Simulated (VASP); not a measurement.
Consider the following.

```yaml
crystal:
  lattice:
    - [1.20258, -2.08293, 0.00000]
    - [1.20258, 2.08293, 0.00000]
    - [0.00000, 0.00000, 6.82243]
  atoms:
    - { symbol: B, position: [0.33333, 0.66667, 0.25000] }
    - { symbol: B, position: [0.66667, 0.33333, 0.75000] }
    - { symbol: N, position: [0.66667, 0.33333, 0.25000] }
    - { symbol: N, position: [0.33333, 0.66667, 0.75000] }
```

Level of theory: PBEsol GGA, VASP's PBE PAW potentials (set 64) (plane waves; VASP). Numerical set-up: 600 eV cut-off, 10×10×4 Γ-centred mesh, Gaussian smearing of 0.050 eV, potentials B N.

Without a dispersion term in the relaxation, distances and binding between the weakly bound layers, chains or molecules are unreliable, and so is what depends on them.

Question: Give the stress tensor in GPa (positive for a compressed cell).

Answer: 
```
51.13   0.00   0.00
 0.00  51.13   0.00
 0.00   0.00   0.25
```
The pressure is its mean diagonal, 34.17 GPa.

The compound is BN in the hex structure. This cell was strained or had an atom moved on purpose.
